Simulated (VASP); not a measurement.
Here is the system:

```yaml
crystal:
  lattice:
    - [2.75020, 0.00000, 0.00000]
    - [0.00000, 2.75020, 0.00000]
    - [0.00000, 0.00000, 2.75020]
  atoms:
    - { symbol: Fe, position: [0.00000, 0.00000, 0.00000], spin: 0.8 }
    - { symbol: P, position: [0.50000, 0.50000, 0.50000] }
```

Calculation: PBEsol GGA, VASP's PBE PAW potentials (set 64) (plane waves; VASP). Numerical set-up: 400 eV cut-off, Gaussian smearing of 0.050 eV, potentials Fe P.

Problem. Predict the cell moment, band gap (along the path) with the smallest direct gap where there is one.

Solution. 
```yaml
band gap (along the path): none (metal, semimetal or under 0.01 eV)
cell_moment: 0.75 μB
```

Total energies compare only between runs with the same potentials, cut-off and functional.

The structure was generated: FeP was put into the CsCl type type (Pm-3m), which need not be its known phase. It was relaxed first, which changed the volume by -31 %.
